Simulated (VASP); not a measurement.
Output of a VASP run:

**OSZICAR**
```
       N       E                     dE             d eps       ncg     rms          rms(c)
DAV:   1     0.805113985253E+02    0.80511E+02   -0.91152E+03   762   0.189E+03
DAV:   2    -0.314678565876E+01   -0.83658E+02   -0.80568E+02   804   0.326E+02
DAV:   3    -0.927158537764E+01   -0.61248E+01   -0.60902E+01   959   0.749E+01
DAV:   4    -0.938319392171E+01   -0.11161E+00   -0.11155E+00   927   0.108E+01
DAV:   5    -0.938513851442E+01   -0.19446E-02   -0.19445E-02   970   0.112E+00    0.425E+00
DAV:   6    -0.914179005859E+01    0.24335E+00   -0.46995E-01  1143   0.129E+01    0.280E+00
DAV:   7    -0.911511541308E+01    0.26675E-01   -0.11610E-01   955   0.254E+00    0.113E+00
DAV:   8    -0.911519066541E+01   -0.75252E-04   -0.14704E-02   884   0.182E+00    0.169E-01
DAV:   9    -0.911555643988E+01   -0.36577E-03   -0.16094E-03   963   0.698E-01    0.883E-02
DAV:  10    -0.911561879716E+01   -0.62357E-04   -0.13146E-04  1102   0.126E-01    0.411E-02
DAV:  11    -0.911569096368E+01   -0.72167E-04   -0.10670E-04   819   0.107E-01    0.632E-03
DAV:  12    -0.911569029208E+01    0.67159E-06   -0.43176E-06   939   0.352E-02
   1 F= -.91156903E+01 E0= -.91156903E+01  d E =-.911569E+01
       N       E                     dE             d eps       ncg     rms          rms(c)
DAV:   1    -0.941207816912E+01   -0.29639E+00   -0.40734E+00   994   0.445E+01    0.314E+00
DAV:   2    -0.918881061491E+01    0.22327E+00   -0.37184E-01   964   0.135E+01    0.148E+00
DAV:   3    -0.912852516742E+01    0.60285E-01   -0.89611E-02  1009   0.634E+00    0.296E-01
DAV:   4    -0.912385673376E+01    0.46684E-02   -0.74969E-03   894   0.151E+00    0.136E-01
DAV:   5    -0.912295723820E+01    0.89950E-03   -0.55926E-04   984   0.346E-01    0.497E-02
DAV:   6    -0.912292040806E+01    0.36830E-04   -0.85924E-05   934   0.178E-01    0.233E-02
DAV:   7    -0.912292020758E+01    0.20048E-06   -0.10890E-05   924   0.684E-02    0.103E-02
DAV:   8    -0.912292064784E+01   -0.44025E-06   -0.21868E-06   717   0.159E-02
   2 F= -.91229206E+01 E0= -.91229206E+01  d E =-.723036E-02
       N       E                     dE             d eps       ncg     rms          rms(c)
DAV:   1    -0.915483427892E+01   -0.31914E-01   -0.39755E-01   989   0.129E+01    0.103E+00
DAV:   2    -0.913134323072E+01    0.23491E-01   -0.43948E-02   959   0.534E+00    0.464E-01
DAV:   3    -0.912551436323E+01    0.58289E-02   -0.70226E-03   994   0.177E+00    0.110E-01
DAV:   4    -0.912500033424E+01    0.51403E-03   -0.66139E-04   847   0.377E-01    0.453E-02
DAV:   5    -0.912490982219E+01    0.90512E-04   -0.58203E-05  1019   0.115E-01    0.123E-02
DAV:   6    -0.912490910712E+01    0.71507E-06   -0.32350E-06   811   0.245E-02
   3 F= -.91249091E+01 E0= -.91249091E+01  d E =-.921882E-02
```

### OUTCAR
```
------------------------ aborting loop because EDIFF is reached ----------------------------------------
  FORCE on cell =-STRESS in cart. coord.  units (eV):
  Direction    XX          YY          ZZ          XY          YZ          ZX
  --------------------------------------------------------------------------------------
  Total        0.0126767      0.0126767      0.0126767      0.0000000      0.0000000      0.0000000
  in kB        0.4869931      0.4869931      0.4869931      0.0000000      0.0000000      0.0000000
  external PRESSURE =       0.4869931 kB  Pullay stress =       0.0000000 kB
  volume of cell :       41.71
      direct lattice vectors                 reciprocal lattice vectors
     0.000000000  2.752458390  2.752458390    -0.181655789  0.181655789  0.181655789
     2.752458390 -0.000000000  2.752458390     0.181655789 -0.181655789  0.181655789
     2.752458390  2.752458390  0.000000000     0.181655789  0.181655789 -0.181655789
  FREE ENERGIE OF THE ION-ELECTRON SYSTEM (eV)
  ---------------------------------------------------
  free  energy   TOTEN  =        -9.1249091071 eV

  energy  without entropy=       -9.1249091071  energy(sigma->0) =       -9.12490911

 reached required accuracy - stopping structural energy minimisation
```
(Selected blocks of OUTCAR.)

File POSCAR:
```
GaP
1
    0.0000000000     2.7250000000     2.7250000000
    2.7250000000     0.0000000000     2.7250000000
    2.7250000000     2.7250000000     0.0000000000
Ga P
1 1
Direct
  0.0000000000   0.0000000000   0.0000000000
  0.7500000000   0.7500000000   0.7500000000
```

Reconstruct the remaining input files.

Several could match; the one computed here: the input of the run itself, PBE GGA, plane waves, VASP's PBE PAW potentials (set 64).

File KPOINTS:
```
K-points
0
gamma
8 8 8
0 0 0
```

### INCAR
```
SYSTEM=GaP
PREC=Accurate; ENCUT=480; LREAL=.FALSE.
LASPH=.TRUE.
EDIFF=1E-6; NELM=100; ALGO=Normal
LMAXMIX=4
ISMEAR=0; SIGMA=0.05
GGA=PE
IBRION=2; NSW=60; ISIF=3
EDIFFG=-0.01
LWAVE=.FALSE.; LCHARG=.FALSE.
```

POTCAR, in this order: Ga_d P (PBE.64 set). Program: vasp_std.

Energy and stress use the plane-wave basis of the starting cell.

The compound is GaP in the zinc blende structure. This run relaxes it. Symmetry was kept, so distortions that lower it aren't found.
